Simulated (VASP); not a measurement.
Input for VASP

**KPOINTS**
```
Automatic mesh
0
Gamma
5 5 5
0 0 0
```

**INCAR**
```
SYSTEM = FeGe
PREC = Accurate
ENCUT = 400
EDIFF = 1E-6
NELM = 100
ALGO = Normal
LREAL = .FALSE.
LASPH = .TRUE.
ISMEAR = 0
SIGMA = 0.05
LMAXMIX = 4
ISPIN = 2
MAGMOM = 1.2 1.2 1.2 1.2 0.0 0.0 0.0 0.0
LORBIT = 10
LWAVE = .FALSE.
LCHARG = .FALSE.
IBRION = 2
ISIF = 3
NSW = 60
EDIFFG = -0.02
```

### POSCAR
```
FeGe
1
    4.5384339128     0.0000000000    -0.0000000000
   -0.0000000000     4.5384339128     0.0000000000
    0.0000000000     0.0000000000     4.5384339128
Fe Ge
4 4
Direct
  0.8648900563   0.6351099437   0.3648900563
  0.3648900563   0.8648900563   0.6351099437
  0.1351099437   0.1351099437   0.1351099437
  0.6351099437   0.3648900563   0.8648900563
  0.1614488420   0.3385511580   0.6614488420
  0.6614488420   0.1614488420   0.3385511580
  0.8385511580   0.8385511580   0.8385511580
  0.3385511580   0.6614488420   0.1614488420
```

POTCAR, in this order: Fe Ge_d (LDA.64 set). Program: vasp_std.

Task: Write an equivalent input for Ansatz.

Result: One equivalent input (not run):
Ansatz 0.2 input:
```yaml
crystal:
  lattice:
    - [4.5384339, 0.0000000, 0.0000000]
    - [0.0000000, 4.5384339, 0.0000000]
    - [0.0000000, 0.0000000, 4.5384339]
  atoms:
    - { symbol: Fe, position: [0.8648901, 0.6351099, 0.3648901], spin: 1.2 }
    - { symbol: Fe, position: [0.3648901, 0.8648901, 0.6351099], spin: 1.2 }
    - { symbol: Fe, position: [0.1351099, 0.1351099, 0.1351099], spin: 1.2 }
    - { symbol: Fe, position: [0.6351099, 0.3648901, 0.8648901], spin: 1.2 }
    - { symbol: Ge, position: [0.1614488, 0.3385512, 0.6614488] }
    - { symbol: Ge, position: [0.6614488, 0.1614488, 0.3385512] }
    - { symbol: Ge, position: [0.8385512, 0.8385512, 0.8385512] }
    - { symbol: Ge, position: [0.3385512, 0.6614488, 0.1614488] }
kpoints:
  mp_grid: { grid: [5, 5, 5] }
hamiltonian:
  xc: lda
  pseudopotentials: { kind: paw }
magnetization: { spin_polarized: true }
scf:
  occupations: { method: gaussian, width: 0.05 }
  max_iter: 100
relax:
  max_steps: 60
  f_tol: 0.02
  cell: {}
output: { forces: true, stress: true, eigenvalues: true }
```
The two are equivalent in intent, not identical: each code has its own PAW files, so the cut-off isn't converted (ENCUT is set for VASP's; basis.ecutwfc is left out, and Ansatz then takes the one that its files recommend); Ansatz stops its SCF on the density residual and VASP on the energy change (EDIFF); Ansatz's lda is the Perdew-Wang form, while the LDA potentials of VASP carry Perdew-Zunger's.

The compound is FeGe in the B20 structure. This run relaxes it. Symmetry was kept, so distortions that lower it aren't found. The start is the result of an earlier pass.
